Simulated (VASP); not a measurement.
Input:

```yaml
crystal:
  lattice:
    - [-1.48811, 1.48811, 1.48811]
    - [1.48811, -1.48811, 1.48811]
    - [1.48811, 1.48811, -1.48811]
  atoms:
    - { symbol: V, position: [0.00000, 0.00000, 0.00000] }
```

Computed with r2SCAN+rVV10, VASP's PBE PAW potentials (set 64) (plane waves; VASP 6.6.1). Settings: 520 eV cut-off, 19×19×19 Γ-centred mesh, tetrahedra with Blöchl corrections, potentials V_sv.

### Question
Give the energies of bands 5 to 9 at the high-symmetry points, in eV from the Fermi level.

### Answer

| band | Γ | H | N | P |
|---|---|---|---|---|
| 5 | -7.11 | -3.21 | -3.41 | -1.23 |
| 6 | 0.50 | -3.21 | -1.18 | -1.23 |
| 7 | 0.50 | 4.01 | 1.59 | -1.23 |
| 8 | 0.50 | 4.01 | 2.72 | 3.20 |
| 9 | 2.74 | 4.01 | 3.13 | 3.20 |

It has no gap at this level: it comes out as a metal or semimetal.

The compound is V in the bcc structure. It was relaxed first, which changed the volume by -5 %. The run is not spin-polarised, so no magnetic state was tried.
